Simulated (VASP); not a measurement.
Level of theory: PBE GGA, VASP's PBE PAW potentials (set 64) (plane waves; VASP).

VASP input:

POSCAR:
```
PbTe
1
    0.0000000000     3.2832904826     3.2832904826
    3.2832904826     0.0000000000     3.2832904826
    3.2832904826     3.2832904826     0.0000000000
Te Pb
1 1
Direct
  0.5000000000   0.5000000000   0.5000000000
  0.0000000000   0.0000000000   0.0000000000
```

### KPOINTS
```
k-points along high-symmetry lines
15
Line-mode
Reciprocal
  0.000000   0.000000   0.000000 ! GAMMA
  0.500000   0.000000   0.500000 ! X

  0.500000   0.000000   0.500000 ! X
  0.625000   0.250000   0.625000 ! U

  0.375000   0.375000   0.750000 ! K
  0.000000   0.000000   0.000000 ! GAMMA

  0.000000   0.000000   0.000000 ! GAMMA
  0.500000   0.500000   0.500000 ! L

  0.500000   0.500000   0.500000 ! L
  0.500000   0.250000   0.750000 ! W

  0.500000   0.250000   0.750000 ! W
  0.500000   0.000000   0.500000 ! X
```

INCAR:
```
LORBIT = 11
NELM = 100   # most electronic steps
ICHARG = 11   # fixed density
SIGMA = 0.05   # width (eV)
SYSTEM = PbTe
PREC = Accurate
LREAL = .FALSE.
ALGO = Normal   # blocked Davidson
LCHARG = .FALSE.
GGA = PE
LWAVE = .FALSE.
ISMEAR = 0   # Gaussian
EDIFF = 1E-7   # SCF stop (eV)
LMAXMIX = 4   # l cut-off of mixed one-centre charges
ENCUT = 520   # plane-wave cut-off (eV)
LASPH = .TRUE.   # aspherical one-centre terms
```

POTCAR, in this order: Te Pb_d (PBE.64 set). Program: vasp_std. Read from the step before: CHGCAR.

Output of the run:

OUTCAR:
```
 ion  position               nearest neighbor table
   1  0.500  0.500  0.500-   2 3.28   2 3.28   2 3.28   2 3.28   2 3.28   2 3.28
   2  0.000  0.000  0.000-   1 3.28   1 3.28   1 3.28   1 3.28   1 3.28   1 3.28
  LATTYP: Found a face centered cubic cell.
 ALAT       =     6.5665809652
 Subroutine PRICEL returns:
 Original cell was already a primitive cell.
 Subroutine GETGRP returns: Found 48 space group operations
The static configuration has the point symmetry O_h .
The dynamic configuration has the point symmetry O_h .
 Subroutine INISYM returns: Found 48 space group operations
   k-points           NKPTS =     90   k-points in BZ     NKDIM =     90   number of bands    NBANDS=     14
   number of dos      NEDOS =    301   number of ions     NIONS =      2
   total plane-waves  NPLWV =  46656
   dimension x,y,z NGX =    36 NGY =   36 NGZ =   36
   dimension x,y,z NGXF=    72 NGYF=   72 NGZF=   72
   ions per type =               1   1
   PREC   = accura    normal or accurate (medium, high low for compatibility)
   ISTART =      0    job   : 0-new  1-cont  2-samecut
   ICHARG =     11    charge: 1-file 2-atom 10-const
   ISPIN  =      1    spin polarized calculation?
   LNONCOLLINEAR =      F non collinear calculations
   LSORBIT =      F    spin-orbit coupling
   INIWAV =      1    electr: 0-lowe 1-rand  2-diag
   ENCUT  =  520.0 eV  38.22 Ry    6.18 a.u.   8.63  8.63  8.63*2*pi/ulx,y,z
   NELM   =    100;   NELMIN=  2; NELMDL= -5     # of ELM steps
   EDIFF  = 0.1E-06   stopping-criterion for ELM
   LREAL  =      F    real-space projection
   NLSPLINE    = F    spline interpolate recip. space projectors
   LMAXMIX     =    4 max onsite mixed and CHGCAR
   VOSKOWN=      0    Vosko Wilk Nusair interpolation
   EDIFFG = 0.1E-05   stopping-criterion for IOM
   NSW    =      0    number of steps for IOM
   NBLOCK =      1;   KBLOCK =      1    inner block; outer block
   IBRION =     -1    ionic relax: 0-MD 1-quasi-New 2-CG
   NFREE  =      0    steps in history (QN), initial steepest desc. (CG)
   ISIF   =      2    stress and relaxation
   ISYM   =      2    0-nonsym 1-usesym 2-fastsym
   TEIN   =    0.0    initial temperature
   TEBEG  =    0.0;   TEEND  =   0.0 temperature during run
   SMASS  =  -3.00    Nose mass-parameter (am)
   PSTRESS=    0.0 pullay stress
   NELECT =      20.0000    total number of electrons
   EFERMI =   0.00;   METHOD = LEGACY
   ISMEAR =     0;   SIGMA  =   0.05  broadening in eV -4-tet -1-fermi 0-gaus
   IALGO  =     38    algorithm
   LDIAG  =      T    sub-space diagonalisation (order eigenvalues)
   IMIX   =      4    mixing-type and parameters
     AMIX     =   0.40;   BMIX     =  1.00
     AMIX_MAG =   1.60;   BMIX_MAG =  1.00
     AMIN     =   0.10
   GGA     = PE    functional components
   VOSKOWN =     0    Vosko Wilk Nusair interpolation
   LHFCALC =     F    Hartree Fock is set to
   LHFONE  =     F    Hartree Fock one center treatment
   AEXX    =    0.0000 exact exchange contribution
   IVDW    =     0    specifies the selected vdW correction
   LEPSILON=     F    determine dielectric tensor
   LRPA    =     F    only Hartree local field effects (RPA)
  energy-cutoff  :      520.00
  volume of cell :       70.79
      direct lattice vectors                 reciprocal lattice vectors
     0.000000000  3.283290483  3.283290483    -0.152286251  0.152286251  0.152286251
     3.283290483  0.000000000  3.283290483     0.152286251 -0.152286251  0.152286251
     3.283290483  3.283290483  0.000000000     0.152286251  0.152286251 -0.152286251
 k-point     1 :   0.0000 0.0000 0.0000  plane waves:    1917
 k-point     2 :   0.0357 0.0000 0.0357  plane waves:    1913
 k-point     3 :   0.0714 0.0000 0.0714  plane waves:    1909
 k-point     4 :   0.1071 0.0000 0.1071  plane waves:    1904
 k-point     5 :   0.1429 0.0000 0.1429  plane waves:    1916
 k-point     6 :   0.1786 0.0000 0.1786  plane waves:    1916
 k-point     7 :   0.2143 0.0000 0.2143  plane waves:    1924
 k-point     8 :   0.2500 0.0000 0.2500  plane waves:    1924
 k-point     9 :   0.2857 0.0000 0.2857  plane waves:    1916
 k-point    10 :   0.3214 0.0000 0.3214  plane waves:    1932
...
```

### OSZICAR
```
       N       E                     dE             d eps       ncg     rms          rms(c)
DAV:   1     0.150596681651E+03    0.15060E+03   -0.92530E+03  2526   0.136E+03
DAV:   2     0.307081268454E+01   -0.14753E+03   -0.14460E+03  2646   0.333E+02
DAV:   3    -0.762500164394E+01   -0.10696E+02   -0.10424E+02  3426   0.970E+01
DAV:   4    -0.789358268005E+01   -0.26858E+00   -0.26849E+00  3004   0.189E+01
DAV:   5    -0.790365462140E+01   -0.10072E-01   -0.10072E-01  3630   0.319E+00
DAV:   6    -0.790408734195E+01   -0.43272E-03   -0.43272E-03  3360   0.549E-01
DAV:   7    -0.790409046156E+01   -0.31196E-05   -0.31196E-05  3666   0.515E-02
DAV:   8    -0.790409051791E+01   -0.56346E-07   -0.56375E-07  3016   0.681E-03
   1 F= -.79040905E+01 E0= -.79040905E+01  d E =-.969824E-13
```

**OUTCAR**
```
 val. band max:        5.0102963028   @ k =   0.5000   0.5000   0.5000

 cond. band min:       5.8403080710   @ k =   0.5000   0.5000   0.5000



 k-point     1 :       0.0000    0.0000    0.0000
  band No.  band energies     occupation
      1     -11.6343      2.00000
      2     -11.6343      2.00000
      3     -11.6285      2.00000
      4     -11.6285      2.00000
      5     -11.6285      2.00000
      6      -6.6133      2.00000
      7      -0.6972      2.00000
      8       3.8505      2.00000
      9       3.8505      2.00000
     10       3.8505      2.00000
     11       9.0378      0.00000
     12       9.0378      0.00000
     13       9.0378      0.00000
     14      10.9222      0.00000

 k-point     2 :       0.0357    0.0000    0.0357
  band No.  band energies     occupation
      1     -11.6346      2.00000
      2     -11.6341      2.00000
      3     -11.6286      2.00000
      4     -11.6283      2.00000
      5     -11.6283      2.00000
      6      -6.5997      2.00000
      7      -0.7399      2.00000
      8       3.8289      2.00000
      9       3.8289      2.00000
     10       3.9247      2.00000
     11       8.8022      0.00000
     12       9.0369      0.00000
     13       9.0369      0.00000
     14      10.8207      0.00000

 k-point     3 :       0.0714    0.0000    0.0714
  band No.  band energies     occupation
      1     -11.6358      2.00000
      2     -11.6338      2.00000
      3     -11.6289      2.00000
      4     -11.6275      2.00000
      5     -11.6275      2.00000
      6      -6.5587      2.00000
      7      -0.8582      2.00000
      8       3.7663      2.00000
      9       3.7663      2.00000
     10       4.1315      2.00000
     11       8.2468      0.00000
     12       9.0406      0.00000
     13       9.0406      0.00000
     14      10.5827      0.00000

 k-point     4 :       0.1071    0.0000    0.1071
  band No.  band energies     occupation
      1     -11.6378      2.00000
...
```

The density is held fixed in this step, so its total energy and stress have no physical meaning. Unless said otherwise, spin-orbit coupling is left out, though it shifts the bands of the heavy elements here.

The compound is PbTe in the rock salt structure. It was relaxed first, which changed the volume by +5 %.
